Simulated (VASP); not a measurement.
SiB2, 3 atoms in the cell. Symmetry: P6/mmm, No. 191, hexagonal system. Conventional cell: a = 3.001 Å, b = 3.001 Å, c = 3.445 Å, α = 90.00°, β = 90.00°, γ = 120.00°. Around Si (site symmetry 6/mmm) lie 12 B at 2.44 Å. Around B (site symmetry -6m2) lie 3 B at 1.73 Å. The cell was built by a generator and needn't be a form met in nature.

```yaml
Program: VASP 6.6.1
Task: relaxation of cell and atoms
Functional: PBE
Potentials_or_basis: VASP PAW PBE potentials, release 64 (Si, B)
Cutoff: 520 eV
k_mesh: 8 × 8 × 6
Occupations: gaussian, width 0.15 eV
Spin: no spin polarisation
Further_INCAR_settings: PREC = Normal; ALGO = Fast; EDIFF = 0.0001; IBRION = 2; EDIFFG = -0.08; NSW = 24; ISIF = 3
```

Potentials or basis: VASP PAW PBE potentials, release 64 (Si, B).

Command:

```sh
$ cat potpaw_PBE.64/Si/POTCAR potpaw_PBE.64/B/POTCAR > POTCAR
$ mpirun -np 1 vasp_std > vasp.out
```

Hardware: 1 thread of Intel(R) Xeon(R) Platinum 8259CL CPU @ 2.50GHz (Skylake/Cascade Lake), with other jobs on the host.

Task: How long does it take, and how much memory?

Result: It took 16 s on 1 thread of Intel(R) Xeon(R) Platinum 8259CL CPU @ 2.50GHz (Skylake/Cascade Lake) (shared host), peak memory 0.12 GiB. Counts: scf iterations 35, k points 40, ion steps 7.
